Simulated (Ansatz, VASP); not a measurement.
## Cross-check of SiTe2 between VASP and Ansatz

One calculation is typed for both programs; each brings its own data sets. How far apart do they land? The cell is taken from a series of runs on this material, whose earlier steps may have relaxed, scaled, displaced or heated it; both programs get it as it stands.

Method: plane waves, with VASP 6.6.1 beside it; PBEsol, in Ansatz 0.2.0.

**1. Set-up**

The cell holds 3 atoms: 1 Si and 2 Te. Its edges and angles: a = 3.740 Å, b = 3.656 Å, c = 30.424 Å, α = 90.0°, β = 90.0°, γ = 120.8°. Vacuum lies along c.

**2. Ansatz: zone-centre phonons, PBEsol**

Ansatz runs on its PAW soft_1 files.

Second derivatives magnify differences that forces hide, and they need a tight electronic threshold.

The input, input.yaml:

```yaml
crystal:
  lattice:
    - [3.7396058904, 0.0, 0.0]
    - [-1.8698029452, 3.1414358902, 0.0]
    - [0.0, 0.0, 30.424]
  atoms:
    - { symbol: Si, position: [0.0, 0.0, 0.328687878] }
    - { symbol: Te, position: [0.3372133374, 0.6744266749, 0.382235339] }
    - { symbol: Te, position: [0.6627866626, 0.3255733251, 0.275140417] }
  periodic: [true, true, false]
kpoints:
  mp_grid: { grid: [15, 15, 1] }
hamiltonian:
  xc: pbesol
  pseudopotentials: { kind: paw, azcp: { folder: soft_1 }, xc_functional: pbe }
scf:
  occupations: { method: methfessel_paxton, width: 0.2 }
output:
  eigenvalues: true
phonons:
  method: dfpt
```

Command:

```console
ansatz run input.yaml --threads 8 --pin off --max-ram 16384MiB --backend cpu --events-out ev --progress --plain --runs-dir out
```

Numbers of over 12 decimals in the logs are rounded to 6 here.

What it wrote:

```text
Warning: crystal.symmetry: narrowed to the stabiliser of the run's FFT grids — unitary ops 4 → 2. A phonons.method: dfpt run fills in the rows of the dynamical matrix that it does not solve by its symmetry operations, which is exact only for operations that map its FFT grids onto themselves: filled in by any other, the frequencies could depend on the order in which like atoms are typed, or, by more than the grids' own error, on where the crystal sits among the grids' points. Excluded: 2 operations. The run can therefore solve more perturbations, solve them on more k-points, or both, and cost more. [rest of the remark cut]
Engine: ansatz 0.2.0, aarch64-unknown-linux-gnu
Pseudopotentials: kind: paw
Pseudopotential: Si, paw, valence charge 4, recommended cutoff 420 eV (normal), soft_1/Si.paw.azcp
Pseudopotential: Te, paw, valence charge 16, recommended cutoff 420 eV (normal), soft_1/Te.paw.azcp
Functional definition: PBEsol
  exchange = pbesol_x
  correlation = pbesol_c
Crystal: 3 atoms, lattice volume = 357.413 Å³
Basis set: ecut = 420 eV, 6961 PW (Γ), exchange–correlation on 50×50×432 points (8 copies of the dense FFT grid, shifted against one another)
Bands: 22, of which v1, the nominal top of the filled ones, is band 18 counted from 1 (17 counted from 0)
Symmetry: 4 space group operations
k-points: 64 of 225 (irreducible under 2 space group operations, time reversal used)
Non-local potential: Si, projectors of the file, l = 0: 2, l = 1: 2, l = 2: 1
Non-local potential: Te, projectors of the file, l = 0: 2, l = 1: 2, l = 2: 2, l = 3: 1
PAW form: soft (Blöchl's): semilocal exchange-correlation on the pseudo side does not see the compensation charge
PAW frozen core: Si, regenerated for the run's functional, and the local potential with it (the file was generated under x = pbe(κ = 0.804, μ = 0.219515), c = pbe(β = 0.066725))
PAW frozen core: Te, regenerated for the run's functional, and the local potential with it (the file was generated under x = pbe(κ = 0.804, μ = 0.219515), c = pbe(β = 0.066725))
PAW one-centre angular grid: Si, 110 points (default); XC on 64 Gauss nodes
PAW one-centre angular grid: Te, 590 points (default); XC on 64 Gauss nodes
Initial density: superposition of atomic densities (neutral atoms: chi_scale 0, normalization atom)
Initial wavefunctions: pseudopotential atomic-orbital guess
Functional: x = pbesol(κ = 0.804, μ = 0.123457), c = pbesol(β = 0.046)
iter 1 solved again at ethr=1.91e-3 eV; its pass at ethr=3.10e-3 eV (dr2=6.88e-1 eV) is discarded
SCF iter   1: F=—  HF=-14424.688193 eV  |F-HF|=—  |Δ(HF+E_count)|=         —  Δρ=1.01e-2  dr2=7.03e-1  ethr=1.91e-3  ⟨swp⟩=1.6  Hψ=14338  notcnv=0
preconditioner: auto → LDOS  [metal: Δε(μ)=0.009 eV  Ē_g=8.700 eV  σ=0.200 eV  W_gap=0.04  n_scr=18 (ndim 8)  ℏωp=7.9 eV  f_vac=0.745  D(μ)=1.49/eV (n_scr^D=8)  β→1.0]
SCF iter   2: F=—  HF=-14424.591424 eV  |F-HF|=—  |Δ(HF+E_count)|=   9.68e-2  S|Δr|=    0.00e0  Δρ=4.34e-3  dr2=2.38e-1  ethr=1.91e-3  ⟨swp⟩=5.2  Hψ=4194  notcnv=0
SCF iter   3: F=—  HF=-14424.551768 eV  |F-HF|=—  |Δ(HF+E_count)|=   3.97e-2  S|Δr|=    0.00e0  Δρ=1.82e-3  dr2=2.64e-2  ethr=6.62e-4  ⟨swp⟩=3.7  Hψ=4182  notcnv=0
SCF iter   4: F=—  HF=-14424.546010 eV  |F-HF|=—  |Δ(HF+E_count)|=   5.76e-3  S|Δr|=    0.00e0  Δρ=3.11e-4  dr2=8.20e-4  ethr=7.32e-5  ⟨swp⟩=3.7  Hψ=3086  notcnv=0
SCF iter   5: F=—  HF=-14424.545896 eV  |F-HF|=—  |Δ(HF+E_count)|=   1.14e-4  S|Δr|=    0.00e0  Δρ=7.01e-5  dr2=2.80e-5  ethr=2.28e-6  ⟨swp⟩=3.9  Hψ=3218  notcnv=0
SCF iter   6: F=—  HF=-14424.545889 eV  |F-HF|=—  |Δ(HF+E_count)|=   6.43e-6  S|Δr|=    0.00e0  Δρ=1.40e-5  dr2=5.05e-7  ethr=7.77e-8  ⟨swp⟩=3.1  Hψ=3072  notcnv=0
SCF iter   7: F=—  HF=-14424.545935 eV  |F-HF|=—  |Δ(HF+E_count)|=   4.54e-5  S|Δr|=    0.00e0  Δρ=3.74e-6  dr2=4.97e-8  ethr=1.40e-9  ⟨swp⟩=4.4  Hψ=4064  notcnv=0
SCF iter   8: F=—  HF=-14424.545935 eV  |F-HF|=—  |Δ(HF+E_count)|=   6.26e-8  S|Δr|=    0.00e0  Δρ=8.52e-7  dr2=2.77e-9  ethr=1.38e-10  ⟨swp⟩=2.3  Hψ=2715  notcnv=0
SCF iter   9: F=—  HF=-14424.545935 eV  |F-HF|=—  |Δ(HF+E_count)|=   1.00e-8  S|Δr|=    0.00e0  Δρ=2.34e-7  dr2=1.95e-10  ethr=7.70e-12  ⟨swp⟩=3.2  Hψ=3281  notcnv=0
SCF iter  10: F=-14424.545935 eV  HF=-14424.545935 eV  |F-HF|=5.00e-10  |Δ(HF+E_count)|=   2.13e-9  S|Δr|=    0.00e0  Δρ=4.89e-8  dr2=9.20e-12  ethr=1.00e-12  ⟨swp⟩=13.8  Hψ=13235  notcnv=0
SCF 1 converged in 10 iterations: F = -14424.545935 eV  dr2 = 9.20e-12
  greatest PAW one-centre occupation: 0.998 electrons in one spin orbital (limit 2), on the Te atom at site 2 (counted from 0), in its partial waves of l = 2
DFPT response loops at Γ: preconditioner auto → none (partly filled bands, converged f_vac=0.750); β = 0.50; Broyden in place of MSR1
SCF converged after 10 iterations
Stability not checked: this state was not tested for a lower state beside it, because cold or Methfessel-Paxton smearing, or corrected tetrahedra, fill the levels in a way that the test cannot read (fill_not_monotonic; see scf.lower_state_search)
Free energy (F): -14424.545935 eV
Harris-Foulkes:  -14424.545935 eV  (|F-HF|=5.00e-10)
Internal energy: -14424.544185 eV  (E = F + TS)
E sigma→0 (E₀):  -14424.545497 eV
Entropy (-TS):   -0.001749 eV (-0.583 meV/atom)
Fermi energy:    -4.679581 eV
--- Per-component energies (eV) ---
  E_band       = -989.852084
  E_kinetic    = 388.475799
  E_local      = -60524.604113  (includes V_loc(G=0)·N_el)
  E_nonlocal   = 158.409849
  E_hartree    = 30017.396305
  E_xc         = -300.051898
  E_vxc        = -253.014478  (∫ρ·V_xc dr)
  E_paw        = -9684.555038  (= ΣΔE_a)
  E_vpaw       = -793.911780  (= ΣTr[D̂ρ^β])
  E_aug_tail   = 0.000208  (compensation charges beyond the density's cutoff)
  E_ewald      = 25519.603519
  E_core_change = 0.781183  (= ΣΔE_core)
  E_smearing   = -0.001749  (= −TS)
  E_closure    = -0.000000  (closes the sum)
  Σ components = -14424.545935   (vs F -14424.545935, Δ=0.00e0)
--- Band table (eV; the first three rows and the last of 64) ---
  k-point 0: bands = [... 14 lower, -5.2930, -4.9452, -4.6439, -4.4335, -3.0038, -1.4294 (-1.4294°), -1.3204, -1.0795]
  k-point 1: bands = [... 14 lower, -5.6412, -5.5872, -4.8299, -4.5144, -2.6099, -1.5705 (-1.5705°), -1.2488, -0.8364]
  k-point 2: bands = [... 14 lower, -6.8424, -6.0959, -5.6845, -4.4835, -2.6346, -1.6197 (-1.6197°), -1.0061, -0.4786]
  k-point 63: bands = [... 14 lower, -8.8049, -8.0156, -6.9499, -5.7256, -3.5278, -1.7332, -0.1085, 0.4529]
  ° read free of the cell's end (the report's vacuum.weakly_bound_levels)
--- Phonons (Γ-DFPT): 9 representative perturbations + reference, on 64 of 225 k-points (Σ response iterations 33) ---
  ASR residual: 4.988e-5 → 0.000e0 eV/Å²; symmetrization residual: 1.113e-5 eV/Å²
  The last average, over the group as it would stand without the narrowing to the FFT grids, took up to 2.525e-6 eV/Å² of the zone centre's force constants
  ASR residual per site (eV/Å²): 2.99e-5 4.91e-5 4.99e-5
  Γ frequencies (cm⁻¹): 0.00 0.00 0.00 84.58 84.84 148.34 211.21 213.67 305.82
  non-analytic LO–TO correction: not included (Born effective charges unavailable; polar crystals: no LO–TO splitting at Γ)
```

Reading the cycles: dr2 is the Hartree energy of the density residual (eV), the measure of convergence; HF is the Harris–Foulkes estimate of the energy, which meets the free energy F at convergence.

(Part 1 of 2 ends here.)

[Lines on the potential files, build, host, timing and source positions are cut from VASP's logs without a mark.]

[Logs are printed without paths, hosts, clocks, repeated set-up lines and the standing remarks that a program may print on its own settings, such as how far it seeks lower states.]

[Hosts, paths, dates, database ids (printed as entryN), source tags and the programs' standing remarks are cut or masked in the printed files.]
